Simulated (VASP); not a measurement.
Output of a VASP run:

**OUTCAR**
```
 ion  position               nearest neighbor table
   1  0.000  0.000  0.000-   2 2.43   2 2.43   2 2.43   2 2.43   2 2.43   2 2.43
   2  0.500  0.500  0.500-   1 2.43   1 2.43   1 2.43   1 2.43   1 2.43   1 2.43
  LATTYP: Found a face centered cubic cell.
 ALAT       =     4.8656841730
 Subroutine PRICEL returns:
 Original cell was already a primitive cell.
 Subroutine GETGRP returns: Found 48 space group operations
The static configuration has the point symmetry O_h .
The dynamic configuration has the point symmetry O_h .
 Subroutine INISYM returns: Found 48 space group operations
 Subroutine IBZKPT returns following result:
 Found    104 irreducible k-points:

 Following reciprocal coordinates:
            Coordinates               Weight
  0.000000  0.000000  0.000000      1.000000
  0.071429  0.000000  0.000000      8.000000
  0.142857  0.000000  0.000000      8.000000
  0.214286  0.000000  0.000000      8.000000
  0.285714  0.000000  0.000000      8.000000
  0.357143  0.000000  0.000000      8.000000
  0.428571  0.000000  0.000000      8.000000
  0.500000  0.000000  0.000000      4.000000
  0.071429  0.071429  0.000000      6.000000
  0.142857  0.071429  0.000000     24.000000
  0.214286  0.071429  0.000000     24.000000
  0.285714  0.071429  0.000000     24.000000
  0.357143  0.071429  0.000000     24.000000
  0.428571  0.071429  0.000000     24.000000
  0.500000  0.071429  0.000000     24.000000
 -0.428571  0.071429  0.000000     24.000000
 -0.357143  0.071429  0.000000     24.000000
 -0.285714  0.071429  0.000000     24.000000
 -0.214286  0.071429  0.000000     24.000000
 -0.142857  0.071429  0.000000     24.000000
 -0.071429  0.071429  0.000000     12.000000
  0.142857  0.142857  0.000000      6.000000
  0.214286  0.142857  0.000000     24.000000
  0.285714  0.142857  0.000000     24.000000
  0.357143  0.142857  0.000000     24.000000
  0.428571  0.142857  0.000000     24.000000
  0.500000  0.142857  0.000000     24.000000
 -0.428571  0.142857  0.000000     24.000000
 -0.357143  0.142857  0.000000     24.000000
 -0.285714  0.142857  0.000000     24.000000
 -0.214286  0.142857  0.000000     24.000000
 -0.142857  0.142857  0.000000     12.000000
  0.214286  0.214286  0.000000      6.000000
  0.285714  0.214286  0.000000     24.000000
  0.357143  0.214286  0.000000     24.000000
  0.428571  0.214286  0.000000     24.000000
  0.500000  0.214286  0.000000     24.000000
 -0.428571  0.214286  0.000000     24.000000
 -0.357143  0.214286  0.000000     24.000000
 -0.285714  0.214286  0.000000     24.000000
   k-points           NKPTS =    104   k-points in BZ     NKDIM =    104   number of bands    NBANDS=     11
   number of dos      NEDOS =    601   number of ions     NIONS =      2
   total plane-waves  NPLWV =  21952
   dimension x,y,z NGX =    28 NGY =   28 NGZ =   28
   dimension x,y,z NGXF=    56 NGYF=   56 NGZF=   56
   ions per type =               1   1
   PREC   = accura    normal or accurate (medium, high low for compatibility)
   ISTART =      0    job   : 0-new  1-cont  2-samecut
   ICHARG =      2    charge: 1-file 2-atom 10-const
   ISPIN  =      1    spin polarized calculation?
   LNONCOLLINEAR =      F non collinear calculations
   LSORBIT =      F    spin-orbit coupling
   INIWAV =      1    electr: 0-lowe 1-rand  2-diag
   ENCUT  =  520.0 eV  38.22 Ry    6.18 a.u.   6.40  6.40  6.40*2*pi/ulx,y,z
   NELM   =    100;   NELMIN=  2; NELMDL= -5     # of ELM steps
   EDIFF  = 0.1E-06   stopping-criterion for ELM
   LREAL  =      F    real-space projection
   NLSPLINE    = F    spline interpolate recip. space projectors
   LMAXMIX     =    4 max onsite mixed and CHGCAR
   VOSKOWN=      0    Vosko Wilk Nusair interpolation
   EDIFFG = 0.1E-05   stopping-criterion for IOM
   NSW    =      0    number of steps for IOM
   NBLOCK =      1;   KBLOCK =      1    inner block; outer block
   IBRION =     -1    ionic relax: 0-MD 1-quasi-New 2-CG
...
```

OSZICAR:
```
       N       E                     dE             d eps       ncg     rms          rms(c)
DAV:   1     0.986471224157E+02    0.98647E+02   -0.80536E+03  2296   0.130E+03
DAV:   2    -0.140899069627E+02   -0.11274E+03   -0.10804E+03  2595   0.328E+02
DAV:   3    -0.185066477595E+02   -0.44167E+01   -0.43022E+01  3367   0.572E+01
DAV:   4    -0.186924989490E+02   -0.18585E+00   -0.18545E+00  2979   0.109E+01
DAV:   5    -0.186996783334E+02   -0.71794E-02   -0.71838E-02  3263   0.159E+00    0.188E+01
DAV:   6    -0.169443117922E+02    0.17554E+01   -0.59177E+00  2577   0.176E+01    0.697E+00
DAV:   7    -0.169235730709E+02    0.20739E-01   -0.32688E-01  3463   0.435E+00    0.272E+00
DAV:   8    -0.169202253352E+02    0.33477E-02   -0.22695E-02  2554   0.158E+00    0.467E-01
DAV:   9    -0.169203693060E+02   -0.14397E-03   -0.25480E-03  3473   0.428E-01    0.117E-01
DAV:  10    -0.169204319138E+02   -0.62608E-04   -0.14980E-04  2732   0.164E-01    0.159E-02
DAV:  11    -0.169204327216E+02   -0.80781E-06   -0.98105E-06  2988   0.318E-02    0.713E-03
DAV:  12    -0.169204316683E+02    0.10533E-05   -0.13545E-06  2907   0.141E-02    0.104E-03
DAV:  13    -0.169204316262E+02    0.42117E-07   -0.30301E-08  1624   0.206E-03
   1 F= -.16920432E+02 E0= -.16920432E+02  d E =0.000000E+00
```

OUTCAR:
```
------------------------ aborting loop because EDIFF is reached ----------------------------------------
  FORCE on cell =-STRESS in cart. coord.  units (eV):
  Direction    XX          YY          ZZ          XY          YZ          ZX
  --------------------------------------------------------------------------------------
  Total       -0.0308988     -0.0308988     -0.0308988     -0.0000000      0.0000000      0.0000000
  in kB       -1.7190193     -1.7190193     -1.7190193     -0.0000000      0.0000000      0.0000000
  external PRESSURE =      -1.7190193 kB  Pullay stress =       0.0000000 kB
  volume of cell :       28.80
      direct lattice vectors                 reciprocal lattice vectors
     0.000000000  2.432842087  2.432842087    -0.205520943  0.205520943  0.205520943
     2.432842087  0.000000000  2.432842087     0.205520943 -0.205520943  0.205520943
     2.432842087  2.432842087  0.000000000     0.205520943  0.205520943 -0.205520943
 POSITION                                       TOTAL-FORCE (eV/Angst)
 -----------------------------------------------------------------------------------
      0.00000      0.00000      0.00000        -0.000000     -0.000000     -0.000000
      2.43284      2.43284      2.43284         0.000000      0.000000      0.000000
 -----------------------------------------------------------------------------------
    total drift:                               -0.000000      0.000000      0.000000
  FREE ENERGIE OF THE ION-ELECTRON SYSTEM (eV)
  ---------------------------------------------------
  free  energy   TOTEN  =       -16.9204316262 eV

  energy  without entropy=      -16.9204316262  energy(sigma->0) =      -16.92043163

 total charge

# of ion       s       p       d       tot
------------------------------------------
    1        2.185   6.015   1.673   9.872
    2        0.767   1.014   0.000   1.781
--------------------------------------------------
tot          2.952   7.029   1.673  11.653
```
(Selected blocks of OUTCAR.)

File POSCAR:
```
ZrB
1
    0.0000000000     2.4328420865     2.4328420865
    2.4328420865    -0.0000000000     2.4328420865
    2.4328420865     2.4328420865    -0.0000000000
Zr B
1 1
Direct
  1.0000000000   1.0000000000   1.0000000000
  0.5000000000   0.5000000000   0.5000000000
```

Q: Write an INCAR and KPOINTS that could have produced this output.

A: Several could match; the one computed here: the input of the run itself, PBEsol GGA, plane waves, VASP's PBE PAW potentials (set 64).

### KPOINTS
```
kpoints
0
gamma
  14 14 14
```

### INCAR
```
SYSTEM=ZrB
PREC=Accurate; ENCUT=520; LREAL=F
LASPH=T
EDIFF=1E-7; NELM=100; ALGO=Normal
LMAXMIX=4
ISMEAR=-5
GGA=PS
ISIF=2
LWAVE=F; LCHARG=T; LORBIT=11
NEDOS=601
```

POTCAR, in this order: Zr_sv B (PBE.64 set). Program: vasp_std.

For a metal the tetrahedron method with Blöchl corrections gives inexact stress and forces.

The structure was generated: ZrB was put into the rock salt type (Fm-3m), which need not be its known phase. It was relaxed first, which changed the volume by -34 %. The electron count is odd and the run is not spin-polarised, which forces a metal.
